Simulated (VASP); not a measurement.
An input for Quantum ESPRESSO's pw.x (written as the equivalent of a VASP run, and not itself run):

```
&CONTROL
  calculation = 'vc-relax'
  pseudo_dir = './pseudo'
  outdir = './out'
  tprnfor = .true.
  tstress = .true.
  nstep = 40
  forc_conv_thr = 0.00078
/
&SYSTEM
  ibrav = 0
  nat = 2
  ntyp = 2
  ecutwfc = 84
  occupations = 'smearing'
  smearing = 'gaussian'
  degauss = 0.003675
  input_dft = 'pbesol'
/
&ELECTRONS
  conv_thr = 7.3e-08
  electron_maxstep = 100
/
&IONS
/
&CELL
/
ATOMIC_SPECIES
  Ga 69.723 Ga.upf
  N 14.007 N.upf
CELL_PARAMETERS angstrom
    -0.0000000    2.2476657    2.2476657
     2.2476657    0.0000000    2.2476657
     2.2476657    2.2476657    0.0000000
ATOMIC_POSITIONS crystal
  Ga   0.0000000  0.0000000  0.0000000
  N    0.2500000  0.2500000  0.2500000
K_POINTS automatic
  10 10 10 0 0 0
```

Task: Translate this input to VASP (INCAR, KPOINTS, POSCAR, choice of POTCAR).

Result: This is not unique; one that fits is 
INCAR:
```
ALGO = Normal
EDIFF = 1E-6
EDIFFG = -0.02
ENCUT = 620
GGA = PS
IBRION = 2
ISIF = 3
ISMEAR = 0
LASPH = T
LCHARG = F
LMAXMIX = 4
LREAL = F
LWAVE = F
NELM = 100
NSW = 40
PREC = Accurate
SIGMA = 0.05
SYSTEM = GaN
```

### KPOINTS
```
Automatic mesh
0
Gamma
10 10 10
0 0 0
```

**POSCAR**
```
GaN
1
   -0.0000000000     2.2476657332     2.2476657332
    2.2476657332     0.0000000000     2.2476657332
    2.2476657332     2.2476657332     0.0000000000
Ga N
1 1
Direct
  0.0000000000   0.0000000000   0.0000000000
  0.2500000000   0.2500000000   0.2500000000
```

POTCAR, in this order: Ga_d N (PBE.64 set). Program: vasp_std.

Limits of the translation: the potentials are each code's own (VASP's PAW set, PseudoDojo norm-conserving files in pw.x), so ENCUT and ecutwfc are chosen apart and not converted; conv_thr bounds pw.x's estimated SCF error, while EDIFF bounds the energy change between steps; forc_conv_thr acts on force components and is met together with etot_conv_thr.

The compound is GaN in the zinc blende structure, a metastable form; wurtzite is the usual one. It was relaxed first.
